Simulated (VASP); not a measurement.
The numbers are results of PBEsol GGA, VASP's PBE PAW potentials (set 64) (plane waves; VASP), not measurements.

A VASP calculation is set up with these files.

**POSCAR**
```
GeRh
1
    3.0184818048    -0.0000000000    -0.0000000000
   -1.5092409024     2.6140820638    -0.0000000000
   -0.0000000000    -0.0000000000     3.6668713362
Rh Ge
1 1
Direct
  0.0000000000   1.0000000000   0.0000000000
  0.6666670000   0.3333330000   0.5000000000
```

### INCAR
```
# general
SYSTEM  = GeRh
PREC    = Accurate
ENCUT   = 400
LREAL   = .FALSE.
LASPH   = .TRUE.

# electronic loop
EDIFF   = 1E-7
NELM    = 100
ALGO    = Normal
LMAXMIX = 4

# smearing
ISMEAR  = -5

# functional
GGA     = PS

# ions
ISIF    = 2

# output
LWAVE   = .FALSE.
LCHARG  = .TRUE.
LORBIT  = 11
NEDOS   = 601
```

KPOINTS:
```
Automatic mesh
0
Gamma
16 16 11
0 0 0
```

POTCAR, in this order: Rh_pv Ge_d (PBE.64 set). Program: vasp_std.

The run wrote:

File OSZICAR:
```
       N       E                     dE             d eps       ncg     rms          rms(c)
DAV:   1     0.209702380592E+03    0.20970E+03   -0.13998E+04  7488   0.347E+03
DAV:   2     0.755068046274E+00   -0.20895E+03   -0.20444E+03  6792   0.569E+02
DAV:   3    -0.139688091293E+02   -0.14724E+02   -0.14385E+02  7070   0.123E+02
DAV:   4    -0.143460379120E+02   -0.37723E+00   -0.37511E+00  7298   0.201E+01
DAV:   5    -0.143539501219E+02   -0.79122E-02   -0.79114E-02  7150   0.312E+00    0.108E+01
DAV:   6    -0.140481706119E+02    0.30578E+00   -0.29188E+00  6782   0.137E+01    0.381E+00
DAV:   7    -0.139589484975E+02    0.89222E-01   -0.61288E-01  7298   0.769E+00    0.308E+00
DAV:   8    -0.139352039950E+02    0.23745E-01   -0.85262E-02  7186   0.282E+00    0.298E-01
DAV:   9    -0.139343753822E+02    0.82861E-03   -0.44626E-03  7526   0.109E+00    0.119E-01
DAV:  10    -0.139343188542E+02    0.56528E-04   -0.44420E-04  7640   0.286E-01    0.355E-02
DAV:  11    -0.139343132487E+02    0.56055E-05   -0.41698E-05  7940   0.985E-02    0.125E-02
DAV:  12    -0.139343140307E+02   -0.78206E-06   -0.15547E-06  7726   0.167E-02    0.416E-03
DAV:  13    -0.139343144822E+02   -0.45144E-06   -0.48040E-07  4982   0.143E-02    0.431E-04
DAV:  14    -0.139343144984E+02   -0.16292E-07   -0.49848E-08  3746   0.234E-03
   1 F= -.13934314E+02 E0= -.13934314E+02  d E =0.000000E+00
```

### OUTCAR
```
------------------------ aborting loop because EDIFF is reached ----------------------------------------
  FORCE on cell =-STRESS in cart. coord.  units (eV):
  Direction    XX          YY          ZZ          XY          YZ          ZX
  --------------------------------------------------------------------------------------
  Total       -0.0237027     -0.0237027      0.0260982      0.0000000     -0.0000000      0.0000000
  in kB       -1.3125161     -1.3125163      1.4451669      0.0000000     -0.0000000      0.0000000
  external PRESSURE =      -0.3932885 kB  Pullay stress =       0.0000000 kB
  volume of cell :       28.93
      direct lattice vectors                 reciprocal lattice vectors
     3.018481805  0.000000000  0.000000000     0.331292373  0.191271730  0.000000000
    -1.509240902  2.614082064  0.000000000     0.000000000  0.382543461  0.000000000
     0.000000000  0.000000000  3.666871336     0.000000000  0.000000000  0.272712050
 POSITION                                       TOTAL-FORCE (eV/Angst)
 -----------------------------------------------------------------------------------
      0.00000      0.00000      0.00000         0.000000     -0.000000      0.000000
      1.50924      0.87136      1.83344        -0.000000      0.000000      0.000000
 -----------------------------------------------------------------------------------
    total drift:                               -0.000650      0.000375      0.000000
  FREE ENERGIE OF THE ION-ELECTRON SYSTEM (eV)
  ---------------------------------------------------
  free  energy   TOTEN  =       -13.9343144984 eV

  energy  without entropy=      -13.9343144984  energy(sigma->0) =      -13.93431450

 total charge

# of ion       s       p       d       tot
------------------------------------------
    1        0.320   6.270   7.337  13.927
    2        1.129   1.173  10.111  12.413
--------------------------------------------------
tot          1.449   7.443  17.448  26.340
```
(Selected blocks of OUTCAR.)

File OUTCAR:
```
 val. band max:       10.5121235495   @ k =   0.1875   0.1875   0.2727

 cond. band min:      10.4819461894   @ k =   0.3750   0.1875   0.0000


 Fermi energy:        10.5023245939

 k-point     1 :       0.0000    0.0000    0.0000
  band No.  band energies     occupation
      1     -36.2796      2.00000
      2     -35.8140      2.00000
      3     -35.8140      2.00000
      4     -14.5242      2.00000
      5     -14.5242      2.00000
      6     -14.4487      2.00000
      7     -14.4204      2.00000
      8     -14.4204      2.00000
      9      -2.6239      2.00000
     10       5.7336      2.00000
     11       7.5244      2.00000
     12       7.5244      2.00000
     13       8.6508      2.00000
     14       8.6508      2.00000
     15       9.0292      2.00000
     16      16.2464      0.00000
     17      17.8805      0.00000
     18      17.8805      0.00000

 k-point     2 :       0.0625   -0.0000    0.0000
  band No.  band energies     occupation
      1     -36.2786      2.00000
      2     -35.8207      2.00000
      3     -35.8155      2.00000
      4     -14.5248      2.00000
      5     -14.5209      2.00000
      6     -14.4466      2.00000
      7     -14.4216      2.00000
      8     -14.4209      2.00000
      9      -2.5361      2.00000
     10       5.7904      2.00000
     11       7.4490      2.00000
     12       7.5916      2.00000
     13       8.0647      2.00000
     14       8.6347      2.00000
     15       9.7024      2.01944
     16      16.0967      0.00000
     17      17.3127      0.00000
     18      17.5497      0.00000

 k-point     3 :       0.1250   -0.0000    0.0000
  band No.  band energies     occupation
      1     -36.2760      2.00000
      2     -35.8402      2.00000
      3     -35.8202      2.00000
      4     -14.5272      2.00000
      5     -14.5118      2.00000
      6     -14.4404      2.00000
      7     -14.4250      2.00000
      8     -14.4224      2.00000
      9      -2.2744      2.00000
...
```

For a metal the tetrahedron method with Blöchl corrections gives inexact stress and forces.

The structure was generated: GeRh was put into the WC type (P-6m2), which need not be its known phase. It was relaxed first, which changed the volume by -12 %. The electron count is odd and the run is not spin-polarised, which forces a metal.
